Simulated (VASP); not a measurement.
MgCd2S3:

```
CELL_PARAMETERS angstrom
3.91538 0.00000 0.00000
0.00000 3.91538 0.00000
0.00000 0.00000 8.67733
ATOMIC_POSITIONS crystal
Mg 0.00000 0.00000 0.00000
Cd 0.50000 0.50000 0.79222
Cd 0.50000 0.50000 0.20778
S 0.50000 0.50000 0.00000
S 0.50000 0.50000 0.50000
S 0.00000 0.00000 0.50000
```

The cell was built by a generator and needn't be a form met in nature.

| Item | Value |
| --- | --- |
| Program | VASP 6.6.1 |
| Task | relaxation of cell and atoms |
| Functional | PBE |
| Potentials or basis | VASP PAW PBE potentials, release 64 (Mg, Cd, S) |
| Cutoff | 520 eV |
| k mesh | 4 × 4 × 2 |
| Occupations | gaussian, width 0.15 eV |
| Spin | no spin polarisation |

At the start: pressure 28.9 GPa; volume 22.17 Å³/atom.

How do energy, volume and symmetry change on relaxing?

Over 24 steps the energy falls by 1894.8 meV/atom and the volume is 25.57 Å³/atom (+15.3 %); space group P4/mmm (No. 123, to 0.05 Å).

Step by step:
```tsv
step	energy change (eV)	largest force (eV/Å)	pressure (GPa)	volume (Å³)
1	0.0000	21.1842	28.92	133.03
2	86.9592	2.6778	9.56	208.21
3	4.0140	3.0474	4.00	206.18
4	-9.6846	1.5367	-4.42	204.75
5	-8.8475	1.5539	-1.84	169.31
6	-9.8558	1.6228	-2.93	180.34
7	-9.8034	1.6666	-2.98	186.82
8	-9.6935	1.8856	-3.13	195.81
9	-10.9579	0.5474	-2.89	180.05
10	-11.0192	0.3571	-2.43	176.87
11	-11.0236	0.3150	-2.21	176.02
12	-11.1168	0.6338	0.78	164.86
13	-11.1172	0.6301	0.73	165.58
14	-11.1168	0.6068	0.54	166.20
15	-11.1636	0.5451	0.06	165.80
16	-11.2465	0.5007	-0.61	164.47
17	-11.1860	0.2935	-1.96	161.24
18	-11.2494	0.4762	-0.95	163.48
19	-11.2751	0.3696	-0.99	162.42
20	-11.3314	0.1961	-0.68	159.26
21	-11.3651	0.0913	-0.25	153.05
22	-11.3657	0.0147	-0.39	154.40
23	-11.3659	0.0433	-0.49	154.10
24	-11.3689	0.0105	-0.10	153.43
```

Final structure:
```
CELL_PARAMETERS angstrom
3.50806 0.00000 0.00000
0.00000 3.50806 0.00000
0.00000 0.00000 12.46731
ATOMIC_POSITIONS crystal
Mg 0.00000 0.00000 0.00000
Cd 0.50000 0.50000 0.72171
Cd 0.50000 0.50000 0.27829
S 0.50000 0.50000 0.00000
S 0.50000 0.50000 0.50000
S 0.00000 0.00000 0.50000
```

Caveat: the k mesh is coarse (spacing up to 0.40 Å⁻¹), so the values aren't converged; the volume moved by over 15 % at a fixed basis, so the end points are rough.
